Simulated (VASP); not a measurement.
Output of a VASP run:

**OUTCAR**
```
 ion  position               nearest neighbor table
   1  0.750  0.750  0.000-   4 2.35   4 2.35   3 2.38   3 2.38   3 2.38   3 2.38   2 3.08   2 3.08
                             2 3.08   2 3.08
   2  0.500  0.000  0.500-   3 2.35   3 2.35   4 2.38   4 2.38   4 2.38   4 2.38   1 3.08   1 3.08
                             1 3.08   1 3.08
   3  0.166  0.166  0.000-   2 2.35   2 2.35   1 2.38   1 2.38   1 2.38   1 2.38
   4  0.916  0.416  0.500-   1 2.35   1 2.35   2 2.38   2 2.38   2 2.38   2 2.38
  LATTYP: Found a body centered tetragonal cell.
 ALAT       =     3.1291840000
 C/A-ratio  =     3.3855075317
 Subroutine PRICEL returns:
 Original cell was already a primitive cell.
 Subroutine GETGRP returns: Found  8 space group operations
The static configuration has the point symmetry C_2v.
 The point group associated with its full space group is C_4v.
The dynamic configuration has the point symmetry C_2v.
 Subroutine INISYM returns: Found  8 space group operations
 Subroutine IBZKPT returns following result:
 Found     59 irreducible k-points:

 Following reciprocal coordinates:
            Coordinates               Weight
  0.000000  0.000000  0.000000      1.000000
  0.125000  0.000000 -0.000000      8.000000
  0.250000  0.000000 -0.000000      8.000000
  0.375000  0.000000  0.000000      8.000000
  0.500000  0.000000 -0.000000      4.000000
  0.125000  0.125000 -0.000000      8.000000
  0.250000  0.125000 -0.000000     16.000000
  0.375000  0.125000  0.000000     16.000000
  0.500000  0.125000 -0.000000     16.000000
 -0.375000  0.125000  0.000000     16.000000
 -0.250000  0.125000  0.000000     16.000000
 -0.125000  0.125000  0.000000      4.000000
  0.250000  0.250000 -0.000000      8.000000
  0.375000  0.250000  0.000000     16.000000
  0.500000  0.250000 -0.000000     16.000000
 -0.375000  0.250000 -0.000000     16.000000
 -0.250000  0.250000  0.000000      4.000000
  0.375000  0.375000  0.000000      8.000000
  0.500000  0.375000 -0.000000     16.000000
 -0.375000  0.375000  0.000000      4.000000
  0.500000  0.500000 -0.000000      2.000000
  0.125000  0.125000  0.125000      8.000000
  0.250000  0.125000  0.125000     16.000000
  0.375000  0.125000  0.125000      8.000000
 -0.125000  0.125000  0.125000      4.000000
  0.250000  0.250000  0.125000      8.000000
  0.375000  0.250000  0.125000     16.000000
  0.500000  0.250000  0.125000      8.000000
 -0.250000  0.250000  0.125000      8.000000
 -0.125000  0.250000  0.125000      8.000000
  0.375000  0.375000  0.125000      4.000000
 -0.375000  0.375000  0.125000      8.000000
 -0.250000  0.375000  0.125000     16.000000
 -0.125000  0.375000  0.125000      8.000000
  0.500000  0.500000  0.125000      4.000000
 -0.375000  0.500000  0.125000     16.000000
 -0.250000  0.500000  0.125000     16.000000
 -0.125000  0.500000  0.125000      8.000000
 -0.375000 -0.375000  0.125000      8.000000
 -0.250000 -0.375000  0.125000     16.000000
   k-points           NKPTS =     59   k-points in BZ     NKDIM =     59   number of bands    NBANDS=     18
   number of dos      NEDOS =    301   number of ions     NIONS =      4
   total plane-waves  NPLWV =  32768
   dimension x,y,z NGX =    32 NGY =   32 NGZ =   32
   dimension x,y,z NGXF=    64 NGYF=   64 NGZF=   64
   ions per type =               2   2
   PREC   = accura    normal or accurate (medium, high low for compatibility)
   ISTART =      0    job   : 0-new  1-cont  2-samecut
   ICHARG =      2    charge: 1-file 2-atom 10-const
   ISPIN  =      1    spin polarized calculation?
   LNONCOLLINEAR =      F non collinear calculations
   LSORBIT =      F    spin-orbit coupling
   INIWAV =      1    electr: 0-lowe 1-rand  2-diag
   ENCUT  =  300.0 eV  22.05 Ry    4.70 a.u.   8.11  8.11  8.11*2*pi/ulx,y,z
   NELM   =    100;   NELMIN=  2; NELMDL= -5     # of ELM steps
   EDIFF  = 0.1E-05   stopping-criterion for ELM
   LREAL  =      F    real-space projection
   NLSPLINE    = F    spline interpolate recip. space projectors
...
```

**OSZICAR**
```
       N       E                     dE             d eps       ncg     rms          rms(c)
DAV:   1     0.155491392780E+03    0.15549E+03   -0.92513E+03  2124   0.957E+02
DAV:   2    -0.195072209932E+02   -0.17500E+03   -0.16951E+03  2140   0.330E+02
DAV:   3    -0.315679718900E+02   -0.12061E+02   -0.11694E+02  2990   0.763E+01
DAV:   4    -0.318872714951E+02   -0.31930E+00   -0.31635E+00  2750   0.128E+01
DAV:   5    -0.318934773405E+02   -0.62058E-02   -0.61996E-02  2774   0.171E+00    0.332E+01
DAV:   6    -0.309801097157E+02    0.91337E+00   -0.48100E+00  3214   0.226E+01    0.147E+01
DAV:   7    -0.308491003376E+02    0.13101E+00   -0.62471E-01  3072   0.834E+00    0.729E+00
DAV:   8    -0.308043164582E+02    0.44784E-01   -0.99620E-02  3092   0.352E+00    0.463E-01
DAV:   9    -0.308041438811E+02    0.17258E-03   -0.57579E-03  2768   0.526E-01    0.310E-01
DAV:  10    -0.308041737912E+02   -0.29910E-04   -0.74354E-04  2568   0.274E-01    0.136E-01
DAV:  11    -0.308041082223E+02    0.65569E-04   -0.21978E-04  2854   0.162E-01    0.265E-02
DAV:  12    -0.308041089576E+02   -0.73527E-06   -0.63269E-06  2458   0.186E-02
   1 F= -.30804109E+02 E0= -.30764149E+02  d E =-.799198E-01
```

**OUTCAR**
```
------------------------ aborting loop because EDIFF is reached ----------------------------------------
  FORCE on cell =-STRESS in cart. coord.  units (eV):
  Direction    XX          YY          ZZ          XY          YZ          ZX
  --------------------------------------------------------------------------------------
  Total       10.0795018     10.0795018      7.3987672      0.0000000      0.0000000      0.0000000
  in kB      311.3598128    311.3598128    228.5508570      0.0000000      0.0000000      0.0000000
  external PRESSURE =     283.7568275 kB  Pullay stress =       0.0000000 kB
  volume of cell :       51.87
      direct lattice vectors                 reciprocal lattice vectors
    -1.564592000  1.564592000  5.296938000     0.000000000  0.319572131  0.094394158
     1.564592000 -1.564592000  5.296938000     0.319572131  0.000000000  0.094394158
     1.564592000  1.564592000 -5.296938000     0.319572131  0.319572131  0.000000000
 POSITION                                       TOTAL-FORCE (eV/Angst)
 -----------------------------------------------------------------------------------
      0.00000      0.00000      7.94541         0.000000      0.000000     -0.075792
      0.00000      1.56459      0.00000         0.000000      0.000000     -0.075792
      0.00000      0.00000      1.75858         0.000000     -0.000000      0.075792
      0.00000      1.56459      4.40705        -0.000000      0.000000      0.075792
 -----------------------------------------------------------------------------------
    total drift:                                0.000001      0.000001     -0.000716
  FREE ENERGIE OF THE ION-ELECTRON SYSTEM (eV)
  ---------------------------------------------------
  free  energy   TOTEN  =       -30.8041089576 eV

  energy  without entropy=      -30.7241891191  energy(sigma->0) =      -30.76414904
```
(Selected blocks of OUTCAR.)

File POSCAR:
```
PIr
1
   -1.5645920000     1.5645920000     5.2969380000
    1.5645920000    -1.5645920000     5.2969380000
    1.5645920000     1.5645920000    -5.2969380000
Ir P
2 2
Direct
  0.7500000000   0.7500000000   0.0000000000
  0.5000000000   0.0000000000   0.5000000000
  0.1660000000   0.1660000000   0.0000000000
  0.9160000000   0.4160000000   0.5000000000
```

Write an INCAR and KPOINTS that could have produced this output.

One answer among several that fit: the input of the run itself, PBEsol GGA, plane waves, VASP's PBE PAW potentials (set 64).

**KPOINTS**
```
K-points
0
gamma
  8 8 8
0 0 0
```

### INCAR
```
# general
SYSTEM  = PIr
PREC    = Accurate
ENCUT   = 300
LREAL   = F   # projection in real space or not
LASPH   = T

# electronic loop
EDIFF   = 1E-6   # SCF stop (eV)
NELM    = 100
ALGO    = Normal
LMAXMIX = 6

# smearing
ISMEAR  = -1   # Fermi-Dirac
SIGMA   = 0.1   # width (eV)

# functional
GGA     = PS   # PBEsol

# ions
ISIF    = 2   # forces and stress, cell fixed

# output
LWAVE   = F
LCHARG  = F
```

POTCAR, in this order: Ir P (PBE.64 set). Program: vasp_std.

At this cut-off the stress carries a Pulay error, which pulls relaxed volumes low.

The structure was generated: PIr was put into an ordered model structure, which need not be its known phase. The cell was not relaxed at this level. The k-mesh is coarse (spacing up to 0.35 per Å, 2π included), so the numbers may not be converged in it. The run is one of a series of settings (GGA = PS against the base run), some of them coarse on purpose.
